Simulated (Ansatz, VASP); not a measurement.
# WC: VASP beside Ansatz, part 2 of 2

One calculation is typed for both programs; each brings its own data sets. How far apart do they land? The cell is taken from a series of runs on this material, whose earlier steps may have relaxed, scaled, displaced or heated it; both programs get it as it stands.

VASP 6.6.1 and Ansatz 0.2.0.

So far: The structure; VASP: zone-centre phonons, PBEsol; Ansatz: zone-centre phonons, PBEsol; Differences.

## Step 5: Ansatz: relaxation of cell and atoms, PBEsol

Level of this step: Ansatz beside VASP: Kohn-Sham DFT, plane waves, PBEsol (Ansatz).

The relaxed volume is the usual yardstick between codes: in a stiff, nearly cubic crystal its relative difference is about their pressure difference at one cell divided by the bulk modulus. This pair takes another cell of the material, with 8 atoms against 2 for the pair before.

The cell is taken from a series of runs on this material, whose earlier steps may have relaxed, scaled, displaced or heated it; both programs get it as it stands.

The input, input.yaml:

```yaml
crystal:
  lattice:
    - [0.0, 0.0, -4.3452637359]
    - [4.3452637359, 0.0, 0.0]
    - [2.1726318679, -4.3452637359, -2.1726318679]
  atoms:
    - { symbol: W, position: [0.5130184371, 0.4869815629, 0.0] }
    - { symbol: W, position: [-0.0130184371, 0.0130184371, 0.0] }
    - { symbol: W, position: [0.2630184371, 0.7630184371, 0.5] }
    - { symbol: W, position: [0.7369815629, 0.2369815629, 0.5] }
    - { symbol: C, position: [0.4882553279, -0.0117446721, 0.0] }
    - { symbol: C, position: [0.0117446721, 0.5117446721, 0.0] }
    - { symbol: C, position: [0.2382553279, 0.2617446721, 0.5] }
    - { symbol: C, position: [0.7617446721, 0.7382553279, 0.5] }
kpoints:
  mp_grid: { grid: [8, 8, 8] }
hamiltonian:
  xc: pbesol
scf:
  occupations: { method: methfessel_paxton, width: 0.15 }
output:
  forces: true
  stress: true
  eigenvalues: true
relax:
  adjacent_minimum: "off"
  f_tol: 0.002
  max_steps: 120
  cell: { stress_tol: 0.03 }
```

Run with:

```bash
$ ansatz run input.yaml --threads 4 --pin off --max-ram 7168MiB --backend cpu --events-out ev --progress --plain --runs-dir out
```

Numbers of over 12 decimals in the logs are rounded to 6 here.

Output:

```text
[...]
Crystal: 8 atoms, lattice volume = 82.044 Å³
Basis set: ecut = 420 eV, 1591 PW (Γ), exchange–correlation on 60×60×72 points (8 copies of the dense FFT grid, shifted against one another)
Bands: 44, of which v1, the nominal top of the filled ones, is band 36 counted from 1 (35 counted from 0)
Symmetry: 8 space group operations
[...]
k-points: 59 of 512 (time reversal used)
[...]
atoms:
    - { symbol: W, position: [0.485497, 0.485496, 0.029008] }
    - { symbol: W, position: [-0.014504, -0.014503, 0.029008] }
    - { symbol: W, position: [0.264504, 0.764504, 0.470992] }
    - { symbol: W, position: [0.764503, 0.264503, 0.470992] }
    - { symbol: C, position: [0.512685, 0.012685, -0.025371] }
    - { symbol: C, position: [0.012686, 0.512686, -0.025371] }
    - { symbol: C, position: [0.237314, 0.237315, 0.525371] }
    - { symbol: C, position: [0.737315, 0.737314, 0.525371] }
[key lines of the parts left out:]
SCF converged after 5 iterations
Free energy (F): -42011.521847 eV
Fermi energy:    22.017897 eV
P = ⅓ Tr σ = 0.0025 GPa (0.025 kbar)
```

## Step 6: VASP: relaxation of cell and atoms, PBEsol

The same cell, functional, mesh and smearing now go to VASP, with its own data sets.

The input, INCAR:

```
SYSTEM = WC
PREC = Accurate
ENCUT = 600
EDIFF = 1E-07
NELM = 120
ISMEAR = 1
SIGMA = 0.15
LREAL = .FALSE.
ALGO = Normal
GGA = PS
NBANDS = 28
LASPH = .TRUE.
LORBIT = 11
LWAVE = .FALSE.
LCHARG = .FALSE.
ISIF = 3
IBRION = 2
NSW = 80
EDIFFG = -0.005
GGA_COMPAT = .FALSE.
NELMIN = 4
KPAR = 2
```

The input, POSCAR:

```
WC
1.0
    0.0000000000      0.0000000000     -4.3452640000
    4.3452640000      0.0000000000      0.0000000000
    2.1726320000     -4.3452640000     -2.1726320000
W C
4 4
Direct
    0.5130183114      0.4869814584      0.0000000000
    0.9869814584      0.0130185416      0.0000000000
    0.2630183114      0.7630183114      0.5000000000
    0.7369814584      0.2369814584      0.5000000000
    0.4882552591      0.9882552591      0.0000000000
    0.0117447409      0.5117447409      0.0000000000
    0.2382552591      0.2617447409      0.5000000000
    0.7617445108      0.7382552591      0.5000000000
```

The input, KPOINTS:

```
Automatic mesh
0
Gamma
8 8 8
0 0 0
```

The projector-augmented-wave data sets are W and C (PBE family, release 64).

Run with:

```bash
$ mpirun -np 2 vasp_std
```

Output:

```text
[banner, memory and clock lines left out]
running    2 mpi-ranks, on    1 nodes
[...]
[... a notice as in an earlier step ...]

 LDA part: xc-table for (Slater+PW92), standard interpolation
 POSCAR, INCAR and KPOINTS ok, starting setup
[...]
entering main loop
       N       E                     dE             d eps       ncg     rms          rms(c)
DAV:   1     0.196799257024E+03    0.19680E+03   -0.20671E+04  3312   0.149E+03
DAV:   2    -0.775696940073E+02   -0.27437E+03   -0.26413E+03  3876   0.375E+02
DAV:   3    -0.104756274634E+03   -0.27187E+02   -0.25986E+02  4760   0.860E+01
DAV:   4    -0.105635913229E+03   -0.87964E+00   -0.86390E+00  4444   0.162E+01
[...]
DAV:  13    -0.922726945087E+02    0.14019E-05   -0.13570E-05  4820   0.164E-02    0.343E-03
DAV:  14    -0.922726943081E+02    0.20056E-06   -0.96557E-07  4456   0.558E-03    0.192E-03
DAV:  15    -0.922726942365E+02    0.71634E-07   -0.22259E-08  2348   0.101E-03
   1 F= -.92272694E+02 E0= -.92271357E+02  d E =-.922727E+02
[... from here on, the cycles between the ionic steps are left out ...]
   2 F= -.92287971E+02 E0= -.92285889E+02  d E =-.152771E-01
   3 F= -.92288093E+02 E0= -.92286037E+02  d E =-.153985E-01
  67 F= -.92453619E+02 E0= -.92453316E+02  d E =-.187922E-01
  68 F= -.92455201E+02 E0= -.92454862E+02  d E =-.158190E-02
  69 F= -.92458066E+02 E0= -.92457654E+02  d E =-.444732E-02
  70 F= -.92455561E+02 E0= -.92455172E+02  d E =-.194247E-02
  71 F= -.92458461E+02 E0= -.92458033E+02  d E =-.484190E-02
  72 F= -.92458654E+02 E0= -.92458187E+02  d E =-.193136E-03
  73 F= -.92458799E+02 E0= -.92458269E+02  d E =-.338741E-03
  74 F= -.92458914E+02 E0= -.92458368E+02  d E =-.114253E-03
  75 F= -.92459160E+02 E0= -.92458584E+02  d E =-.360919E-03
  76 F= -.92459147E+02 E0= -.92458577E+02  d E =-.347787E-03
  77 F= -.92459240E+02 E0= -.92458656E+02  d E =-.440576E-03
  78 F= -.92459258E+02 E0= -.92458693E+02  d E =-.181303E-04
 trial-energy change:   -0.000018  1 .order   -0.000019   -0.000031   -0.000006
 step:   0.9151(harm=  0.8696)  dis= 0.00072  next Energy=   -92.459259 (dE=-0.191E-04)
 reached required accuracy - stopping structural energy minimisation
```

From OUTCAR (step 6):

```text
  Total       -0.0188887     -0.0295858     -0.0188887     -0.0000000     -0.0000000      0.0000000
  in kB       -0.3681944     -0.5767111     -0.3681944     -0.0000000     -0.0000000      0.0000000
  external PRESSURE =      -0.4377000 kB  Pullay stress =       0.0000000 kB

 POSITION                                       TOTAL-FORCE (eV/Angst)
 -----------------------------------------------------------------------------------
      2.14976     -0.13269     -2.14894        -0.001557      0.001867     -0.001557
      4.29829     -0.13269     -4.29911         0.001557      0.001867      0.001557
      4.29829     -2.09130     -2.14894         0.001557     -0.001867     -0.001557
      2.14976     -2.09130     -4.29911        -0.001557     -0.001867      0.001557
      2.14962     -4.33186     -4.29897        -0.000045      0.002984      0.000045
      4.29843     -4.33186     -2.14908         0.000045      0.002984     -0.000045
      2.14908     -2.34009     -2.14962         0.000045     -0.002984      0.000045
      4.29897     -2.34009     -4.29843        -0.000045     -0.002984     -0.000045
 -----------------------------------------------------------------------------------
    total drift:                                0.000390      0.000205      0.000185

  FREE ENERGIE OF THE ION-ELECTRON SYSTEM (eV)
  ---------------------------------------------------
  free  energy   TOTEN  =       -92.4592581868 eV

  energy  without entropy=      -92.4575635827  energy(sigma->0) =      -92.45869332

 reached required accuracy - stopping structural energy minimisation

[... 3 further parts left out ...]
[key lines of the parts left out:]
E-fermi :   9.5986
```

The run keeps the 8 symmetry operations of its start, so it cannot find a distortion of lower symmetry.

## Step 7: Side by side

What differs besides the data sets and the points named for the pairs above, as far as they apply: the data sets hold 72 valence electrons in Ansatz (on its default PAW (the set named soft_2) files) and 40 in VASP; Ansatz adds a Pulay correction to the stress that steers its cell, VASP none. Total energies have different zeros and are not compared.

Compared:

```csv
quantity,Ansatz,VASP,difference
volume (Å³),82.15,82.19,-0.05 %
"edge a after relaxation, in the typed setting (Å)",4.299,4.299,+0.01 %
"edge c after relaxation, in the typed setting (Å)",5.385,5.387,-0.05 %
```

## Step 8: What came out

```
r.m.s. difference of the optical zone-centre modes, each program's sorted by frequency (zone-centre phonons, PBEsol) : 10 cm⁻¹
difference in optical mode 1 to 3 (zone-centre phonons, PBEsol)                                                      : -2.4 %
difference in volume (relaxation of cell and atoms, PBEsol)                                                          : -0.048 %
```

What this shows: The difference in volume is -0.048 % (relaxation of cell and atoms, PBEsol), within the 1.2 % picked in this series as the mark of a large difference, as far as the stopping tolerances let one tell. The data sets hold unlike numbers of valence electrons (18 in Ansatz and 10 in VASP and 72 in Ansatz and 40 in VASP), so part of the differences comes from the potentials. Among the rows given in per cent, the largest difference of the zone-centre phonons, PBEsol pair is in optical mode 1 to 3, -2.4 %. How closely two codes agree says nothing of how well the functional describes the real material.

[Lines on the potential files, build, host, timing and source positions are cut from VASP's logs without a mark.]

[Logs are printed without paths, hosts, clocks, repeated set-up lines and the standing remarks that a program may print on its own settings, such as how far it seeks lower states.]

[Hosts, paths, dates, database ids (printed as entryN), source tags and the programs' standing remarks are cut or masked in the printed files.]
